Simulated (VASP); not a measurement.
Here is the system:

```yaml
crystal:
  lattice:
    - [3.12553, 0.00000, 0.00000]
    - [0.00000, 3.12553, 0.00000]
    - [0.00000, 0.00000, 3.12553]
  atoms:
    - { symbol: Ru, position: [0.00000, 0.00000, 0.00000] }
    - { symbol: Se, position: [0.50000, 0.50000, 0.50000] }
```

These are PBE GGA, VASP's PBE PAW potentials (set 64) (plane waves; VASP) values and carry that method's errors. Numerical set-up: 400 eV cut-off, 13×13×13 Γ-centred mesh, tetrahedra with Blöchl corrections, potentials Ru_pv Se.

Q: Estimate the energy per atom (σ→0), band gap (on the k-mesh) with the smallest direct gap where there is one.

A: 
```
Property                                                     Value
------------------------  ----------------------------------------
band gap (on the k-mesh)  none (metal, semimetal or under 0.01 eV)
energy per atom (σ→0)                               -6.080 eV/atom
```

The absolute energy has meaning only against runs of the same code, potentials and settings.

The structure was generated: RuSe was put into the CsCl type type (Pm-3m), which need not be its known phase. It was relaxed first, which changed the volume by -26 %.
